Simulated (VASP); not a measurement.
Given:

```
CELL_PARAMETERS angstrom
      0.00000     1.78428     1.78428
      1.78428     0.00000     1.78428
      1.78428     1.78428     0.00000
ATOMIC_POSITIONS crystal
  C  0.00000 0.00000 0.00000
  C  0.25000 0.25000 0.25000
```

Computed with vdW-DF-cx, VASP's PBE PAW potentials (set 64) (plane waves; VASP 6.6.1). Run with 520 eV cut-off, 14×14×14 Γ-centred mesh, tetrahedra with Blöchl corrections, potentials C.

**Question.** Estimate the energy per atom (σ→0).

**Answer.** 
| Quantity | Result |
|---|---|
| energy per atom (σ→0) | -8.169 eV/atom |

Total energies compare only between runs with the same potentials, cut-off and functional.

The compound is C in the diamond structure. It was relaxed first.
